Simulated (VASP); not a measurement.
Input:

```yaml
crystal:
  lattice:
    - [0.00000, 1.99342, 1.99342]
    - [1.99342, 0.00000, 1.99342]
    - [1.99342, 1.99342, 0.00000]
  atoms:
    - { symbol: Li, position: [0.00000, 0.00000, 0.00000] }
    - { symbol: F, position: [0.50000, 0.50000, 0.50000] }
```

The numbers are results of revTPSS meta-GGA, VASP's PBE PAW potentials (set 64) (plane waves; VASP), not measurements. Run with 520 eV cut-off, 10×10×10 Γ-centred mesh, Gaussian smearing of 0.050 eV, potentials Li_sv F.

Q: What does the run give for the energy per atom (σ→0), band gap (on the k-mesh) with the smallest direct gap where there is one?

A: 
```
Item                                         Result
-----------------------------------  --------------
band gap (on the k-mesh)                    9.46 eV
smallest direct gap (on the k-mesh)         9.46 eV
energy per atom (σ→0)                -5.992 eV/atom
```

Only differences to runs with the same potentials and settings are physical.

The compound is LiF in the rock salt structure. It was relaxed first. The start is the result of an earlier pass.
